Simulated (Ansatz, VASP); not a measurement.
**NbH in two plane-wave programs**

One calculation is typed for both programs; each brings its own data sets. How far apart do they land? The cell is taken from a series of runs on this material, whose earlier steps may have relaxed, scaled, displaced or heated it; both programs get it as it stands.

Method: plane waves, with VASP 6.6.1 beside it; zone-centre phonons at PBEsol, in Ansatz 0.2.0.

## Step 1: Starting point

Symmetry: Cccm, No. 66, orthorhombic system. Conventional cell: a = 3.449 Å, b = 4.798 Å, c = 4.901 Å, α = 90.00°, β = 90.00°, γ = 90.00°. Nearest to Nb lie 4 H at 1.92 Å. Nearest to H lie 4 Nb at 1.92 Å. Farther neighbours are not listed.

## Step 2: VASP: zone-centre phonons, PBEsol

Second derivatives magnify differences that forces hide, and they need a tight electronic threshold.

Lines of VASP's logs that name or quote its potential files are left out, and so is its time.

The input, INCAR:

```
SYSTEM = NbH
PREC = Accurate
ENCUT = 500
EDIFF = 1E-08
NELM = 120
ISMEAR = 1
SIGMA = 0.15
LREAL = .FALSE.
ALGO = Normal
GGA = PS
NBANDS = 20
LASPH = .TRUE.
LORBIT = 11
LWAVE = .FALSE.
LCHARG = .FALSE.
ISIF = 2
IBRION = 8
GGA_COMPAT = .FALSE.
KPAR = 2
```

The input, POSCAR:

```
NbH
1.0
    1.7245264200     -2.3991423127      0.0000000000
    1.7245264200      2.3991423127      0.0000000000
    0.0000000000      0.0000000000      4.9011216655
Nb H
2 2
Direct
    0.5000000000      0.0000000000      0.5000000000
    0.0000000000      0.5000000000      0.0000000000
    0.5000000000      0.5000000000      0.7500000000
    0.5000000000      0.5000000000      0.2500000000
```

The input, KPOINTS:

```
Automatic mesh
0
Gamma
14 14 8
0 0 0
```

Potentials, in the order of the species: Nb_sv and H (PBE family, release 64).

The run is started by

```
$ mpirun -np 2 vasp_std
```

Numbers of over 12 decimals in the logs are rounded to 6 here.

The program printed:

```text
[banner, memory and clock lines left out]
running    2 mpi-ranks, on    1 nodes
 distrk:  each k-point on    1 cores,    2 groups
 distr:  one band on    1 cores,    1 groups

 POSCAR found type information on POSCAR NbH
 POSCAR found :  2 types and       4 ions
|                                                                             |
|               ----> ADVICE to this user running VASP <----                  |
|                                                                             |
|     You enforced a specific xc type in the INCAR file but a different       |
|     [... a line on the potential file left out ...]
|     I HOPE YOU KNOW WHAT YOU ARE DOING!                                     |
|                                                                             |

 LDA part: xc-table for (Slater+PW92), standard interpolation
 POSCAR, INCAR and KPOINTS ok, starting setup
 FFT: planning ... GRIDC
 FFT: planning ... GRID_SOFT
 FFT: planning ... GRID
 WAVECAR not read
 entering main loop
       N       E                     dE             d eps       ncg     rms          rms(c)
DAV:   1     0.300742922683E+03    0.30074E+03   -0.15574E+04 11416   0.142E+03
DAV:   2    -0.769932020534E+01   -0.30844E+03   -0.30084E+03 13020   0.558E+02
DAV:   3    -0.308115567012E+02   -0.23112E+02   -0.22493E+02 21804   0.111E+02
DAV:   4    -0.317282888098E+02   -0.91673E+00   -0.91049E+00 15904   0.198E+01
DAV:   5    -0.317728630464E+02   -0.44574E-01   -0.44531E-01 19516   0.427E+00    0.126E+01
DAV:   6    -0.298626635201E+02    0.19102E+01   -0.38104E+00 16016   0.166E+01    0.411E+00
DAV:   7    -0.296420600134E+02    0.22060E+00   -0.13759E+00 20792   0.831E+00    0.154E+00
DAV:   8    -0.296479623705E+02   -0.59024E-02   -0.77912E-02 16000   0.231E+00    0.627E-01
DAV:   9    -0.296487237249E+02   -0.76135E-03   -0.11776E-02 15584   0.104E+00    0.725E-02
DAV:  10    -0.296486993072E+02    0.24418E-04   -0.91054E-04 16916   0.211E-01    0.548E-02
DAV:  11    -0.296487141505E+02   -0.14843E-04   -0.10926E-04 16072   0.909E-02    0.875E-03
DAV:  12    -0.296487141363E+02    0.14242E-07   -0.82296E-06 16492   0.288E-02    0.702E-03
DAV:  13    -0.296487141589E+02   -0.22605E-07   -0.51443E-07 18432   0.745E-03    0.267E-03
DAV:  14    -0.296487140304E+02    0.12850E-06   -0.76002E-08 15884   0.326E-03    0.801E-04
DAV:  15    -0.296487140458E+02   -0.15419E-07   -0.25235E-09  7944   0.616E-04    0.463E-04
DAV:  16    -0.296487140635E+02   -0.17670E-07   -0.13822E-09  7676   0.560E-04    0.726E-05
DAV:  17    -0.296487140631E+02    0.41018E-09   -0.51447E-10  7416   0.394E-04
   1 F= -.29648714E+02 E0= -.29648663E+02  d E =-.153870E-03
 Linear response reoptimize wavefunctions to high precision
DAV:   1    -0.296487140645E+02   -0.14606E-08   -0.29228E-10  7604   0.254E-04
DAV:   2    -0.296487140645E+02    0.11369E-10   -0.16069E-10  7256   0.200E-04
 Linear response DOF=           6
 Linear response progress:
  Degree of freedom:   1/  6
       N       E                     dE             d eps       ncg     rms          rms(c)
RMM:   1    -0.540767103128E+00   -0.54077E+00    0.58498E+00 21429   0.269E+01
RMM:   2    -0.452517892463E+00    0.88249E-01   -0.50778E-01 29882   0.469E+00    0.208E-01
RMM:   3    -0.453059133108E+00   -0.54124E-03   -0.33621E-02 39366   0.121E+00    0.116E-01
RMM:   4    -0.453444182862E+00   -0.38505E-03   -0.10611E-02 51823   0.461E-01    0.397E-02
RMM:   5    -0.453720702595E+00   -0.27652E-03   -0.12051E-03 50810   0.171E-01    0.258E-02
RMM:   6    -0.453685515224E+00    0.35187E-04   -0.48419E-04 48190   0.104E-01    0.780E-03
RMM:   7    -0.453630308870E+00    0.55206E-04   -0.17481E-04 53351   0.504E-02    0.397E-03
RMM:   8    -0.453578189471E+00    0.52119E-04   -0.90592E-05 52248   0.307E-02    0.356E-03
RMM:   9    -0.453567717027E+00    0.10472E-04   -0.51773E-05 54137   0.192E-02    0.144E-03
RMM:  10    -0.453585402282E+00   -0.17685E-04   -0.29314E-05 49741   0.131E-02    0.341E-04
RMM:  11    -0.453594738799E+00   -0.93365E-05   -0.15670E-05 52899   0.898E-03    0.463E-04
RMM:  12    -0.453596650865E+00   -0.19121E-05   -0.89319E-06 54055   0.624E-03    0.141E-04
RMM:  13    -0.453599293139E+00   -0.26423E-05   -0.57861E-06 54331   0.455E-03    0.585E-05
RMM:  14    -0.453600713623E+00   -0.14205E-05   -0.36401E-06 53472   0.346E-03    0.557E-05
[...]
RMM:  21    -0.453605759602E+00   -0.77740E-06   -0.39985E-07 46464   0.935E-04    0.326E-05
RMM:  22    -0.453605818964E+00   -0.59363E-07   -0.32748E-07 50041   0.777E-04    0.360E-05
RMM:  23    -0.453605606903E+00    0.21206E-06   -0.26776E-07 44231   0.683E-04    0.474E-05
RMM:  24    -0.453605611457E+00   -0.45537E-08   -0.23214E-07 51701   0.601E-04    0.530E-05
RMM:  25    -0.453605595550E+00    0.15907E-07   -0.20434E-07 51182   0.539E-04    0.575E-05
RMM:  26    -0.453605602424E+00   -0.68736E-08   -0.17606E-07 48299   0.487E-04    0.615E-05
RMM:  27    -0.453605625177E+00   -0.22754E-07   -0.15117E-07 47080   0.444E-04    0.643E-05
RMM:  28    -0.453605699858E+00   -0.74681E-07   -0.13608E-07 46205   0.410E-04    0.643E-05
 first order change of Fermi-energy  -0.42570E-04
 force on displaced ion       1 direction 1 :  -6.610  -4.264   0.000
 Linear response progress:
  Degree of freedom:   2/  6
[...]
RMM:  20    -0.442083587729E+00   -0.28225E-06   -0.34397E-07 44700   0.703E-04    0.656E-05
 first order change of Fermi-energy  -0.68851E-04
 force on displaced ion       1 direction 2 :  -4.265 -11.006   0.000
 Linear response progress:
  Degree of freedom:   3/  6
       N       E                     dE             d eps       ncg     rms          rms(c)
RMM:   1    -0.660454979670E+00   -0.66045E+00    0.57616E+00 21772   0.274E+01
RMM:   2    -0.570465002649E+00    0.89990E-01   -0.52697E-01 29881   0.481E+00    0.211E-01
RMM:   3    -0.572652760279E+00   -0.21878E-02   -0.32805E-02 38992   0.123E+00    0.123E-01
RMM:   4    -0.573607753544E+00   -0.95499E-03   -0.12109E-02 48959   0.463E-01    0.560E-02
RMM:   5    -0.573641678621E+00   -0.33925E-04   -0.12029E-03 49122   0.172E-01    0.304E-02
RMM:   6    -0.573413449463E+00    0.22823E-03   -0.51495E-04 50512   0.995E-02    0.868E-03
RMM:   7    -0.573318005396E+00    0.95444E-04   -0.16530E-04 50981   0.516E-02    0.881E-03
RMM:   8    -0.573283201543E+00    0.34804E-04   -0.10817E-04 54013   0.297E-02    0.685E-03
RMM:   9    -0.573283738104E+00   -0.53656E-06   -0.52749E-05 44596   0.229E-02    0.143E-03
RMM:  10    -0.573280423536E+00    0.33146E-05   -0.23552E-05 51736   0.120E-02    0.146E-03
RMM:  11    -0.573283607458E+00   -0.31839E-05   -0.15405E-05 51955   0.783E-03    0.464E-04
RMM:  12    -0.573291374131E+00   -0.77667E-05   -0.10414E-05 53883   0.540E-03    0.162E-04
RMM:  13    -0.573292347540E+00   -0.97341E-06   -0.70398E-06 50886   0.397E-03    0.238E-04
RMM:  14    -0.573293976371E+00   -0.16288E-05   -0.41067E-06 50859   0.308E-03    0.118E-04
RMM:  15    -0.573294062041E+00   -0.85670E-07   -0.28438E-06 54768   0.232E-03    0.174E-04
RMM:  16    -0.573293559288E+00    0.50275E-06   -0.14020E-06 47407   0.186E-03    0.227E-04
RMM:  17    -0.573292678168E+00    0.88112E-06   -0.11775E-06 45590   0.158E-03    0.307E-04
RMM:  18    -0.573292349467E+00    0.32870E-06   -0.74387E-07 49641   0.131E-03    0.351E-04
RMM:  19    -0.573292741153E+00   -0.39169E-06   -0.77923E-07 49028   0.110E-03    0.352E-04
RMM:  20    -0.573292953324E+00   -0.21217E-06   -0.42662E-07 52729   0.940E-04    0.359E-04
 first order change of Fermi-energy   0.59582E-04
 force on displaced ion       1 direction 3 :   0.000   0.000 -15.583
 Linear response progress:
  Degree of freedom:   4/  6
       N       E                     dE             d eps       ncg     rms          rms(c)
RMM:   1    -0.172133817596E-01   -0.17213E-01   -0.61468E-03 38910   0.670E-01
RMM:   2    -0.158220085584E-01    0.13914E-02   -0.21315E-03 33190   0.210E-01    0.905E-02
RMM:   3    -0.161633075784E-01   -0.34130E-03   -0.45714E-04 37573   0.858E-02    0.526E-02
RMM:   4    -0.167462695043E-01   -0.58296E-03   -0.13071E-04 35661   0.588E-02    0.609E-03
RMM:   5    -0.167796698862E-01   -0.33400E-04   -0.38514E-05 40135   0.236E-02    0.217E-03
RMM:   6    -0.167989852109E-01   -0.19315E-04   -0.74840E-06 44615   0.993E-03    0.104E-03
RMM:   7    -0.168008184884E-01   -0.18333E-05   -0.12591E-06 43893   0.378E-03    0.336E-04
RMM:   8    -0.168027977304E-01   -0.19792E-05   -0.30286E-07 47177   0.171E-03    0.125E-04
RMM:   9    -0.168028223724E-01   -0.24642E-07   -0.63769E-08 47055   0.697E-04    0.217E-05
RMM:  10    -0.168028132365E-01    0.91359E-08   -0.21589E-08 48021   0.328E-04    0.164E-05
 first order change of Fermi-energy  -0.89376E-05
 force on displaced ion       3 direction 1 :  -4.132  -0.000   0.000
 Linear response progress:
  Degree of freedom:   5/  6
       N       E                     dE             d eps       ncg     rms          rms(c)
RMM:   1    -0.173504840516E-01   -0.17350E-01   -0.22241E-03 39543   0.746E-01
RMM:   2    -0.163407466398E-01    0.10097E-02   -0.24989E-03 33773   0.234E-01    0.107E-01
RMM:   3    -0.166915826814E-01   -0.35084E-03   -0.61225E-04 37539   0.105E-01    0.603E-02
RMM:   4    -0.173110640402E-01   -0.61948E-03   -0.16991E-04 35994   0.724E-02    0.919E-03
RMM:   5    -0.173936046851E-01   -0.82541E-04   -0.58488E-05 39314   0.306E-02    0.259E-03
RMM:   6    -0.174125327671E-01   -0.18928E-04   -0.10305E-05 44109   0.121E-02    0.128E-03
RMM:   7    -0.174166858953E-01   -0.41531E-05   -0.17506E-06 45221   0.482E-03    0.406E-04
RMM:   8    -0.174172380803E-01   -0.55218E-06   -0.39789E-07 46606   0.212E-03    0.151E-04
RMM:   9    -0.174178799668E-01   -0.64189E-06   -0.76589E-08 47239   0.924E-04    0.437E-05
RMM:  10    -0.174177382577E-01    0.14171E-06   -0.21585E-08 47838   0.412E-04    0.171E-05
RMM:  11    -0.174178111318E-01   -0.72874E-07   -0.88159E-10 47548   0.193E-04    0.416E-06
RMM:  12    -0.174178157453E-01   -0.46135E-08    0.19279E-10 47821   0.100E-04    0.246E-06
 first order change of Fermi-energy  -0.27767E-04
 force on displaced ion       3 direction 2 :   0.000  -7.393   0.000
 Linear response progress:
  Degree of freedom:   6/  6
       N       E                     dE             d eps       ncg     rms          rms(c)
RMM:   1    -0.182216671191E-01   -0.18222E-01   -0.23098E-03 48363   0.749E-01
RMM:   2    -0.172136928184E-01    0.10080E-02   -0.25931E-03 36022   0.245E-01    0.129E-01
RMM:   3    -0.175903170205E-01   -0.37662E-03   -0.11776E-03 35791   0.170E-01    0.100E-01
RMM:   4    -0.176045685502E-01   -0.14252E-04   -0.41868E-04 34166   0.109E-01    0.529E-02
RMM:   5    -0.181394551730E-01   -0.53489E-03   -0.13250E-04 41366   0.646E-02    0.883E-03
RMM:   6    -0.181550659338E-01   -0.15611E-04   -0.38676E-05 43589   0.276E-02    0.442E-03
RMM:   7    -0.181867054403E-01   -0.31640E-04   -0.97110E-06 51544   0.115E-02    0.179E-03
RMM:   8    -0.181903662497E-01   -0.36608E-05   -0.27371E-06 53403   0.496E-03    0.661E-04
RMM:   9    -0.181918261618E-01   -0.14599E-05   -0.69704E-07 54926   0.199E-03    0.382E-04
RMM:  10    -0.181928253096E-01   -0.99915E-06   -0.27410E-07 50825   0.961E-04    0.858E-05
RMM:  11    -0.181928170872E-01    0.82224E-08   -0.16289E-07 55144   0.461E-04    0.463E-05
RMM:  12    -0.181928767410E-01   -0.59654E-07   -0.67907E-08 55708   0.214E-04    0.291E-05
RMM:  13    -0.181930170889E-01   -0.14035E-06   -0.33098E-08 52734   0.124E-04    0.116E-05
RMM:  14    -0.181929911580E-01    0.25931E-07   -0.24229E-08 55223   0.742E-05    0.260E-06
RMM:  15    -0.181929854383E-01    0.57197E-08   -0.16551E-08 56574   0.507E-05    0.137E-06
 first order change of Fermi-energy   0.14058E-05
 force on displaced ion       3 direction 3 :   0.000  -0.000  -8.070
 Linear response finished
```

(Continued in part 2 of 2.)

[Lines on the potential files, build, host, timing and source positions are cut from VASP's logs without a mark.]

[Logs are printed without paths, hosts, clocks, repeated set-up lines and the standing remarks that a program may print on its own settings, such as how far it seeks lower states.]

[Hosts, paths, dates, database ids (printed as entryN), source tags and the programs' standing remarks are cut or masked in the printed files.]
